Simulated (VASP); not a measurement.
All values below come from PBEsol GGA, VASP's PBE PAW potentials (set 64) (plane waves; VASP).

A VASP calculation is set up with these files.

File POSCAR:
```
Rh
1
    0.0000000000     1.8511410966     1.8511410966
    1.8511410966     0.0000000000     1.8511410966
    1.8511410966     1.8511410966     0.0000000000
Rh
1
Direct
  0.0000000000   0.0000000000   0.0000000000
```

**INCAR**
```
ALGO  =  Normal
EDIFF  =  1E-7
ENCUT  =  520
GGA  =  PS
ISIF  =  2
ISMEAR  =  1
LASPH  =  .TRUE.
LCHARG  =  .FALSE.
LMAXMIX  =  4
LREAL  =  .FALSE.
LWAVE  =  .FALSE.
NELM  =  100
PREC  =  Accurate
SIGMA  =  0.1
SYSTEM  =  Rh
```

File KPOINTS:
```
kpoints
0
G
16 16 16
0 0 0
```

POTCAR, in this order: Rh_pv (PBE.64 set). Program: vasp_std.

What will the output report for the number of irreducible k-points (NKPTS), largest plane-wave count, number of space-group operations, FFT grid (NGX, NGY, NGZ)?

```yaml
number of irreducible k-points (NKPTS): 145
largest_plane_wave_count: 360
number_of_space_group_operations: 48
FFT grid (NGX, NGY, NGZ): 20 × 20 × 20
```

The compound is Rh in the fcc structure. This cell is one point of a volume scan, at 0.94 of the reference volume.
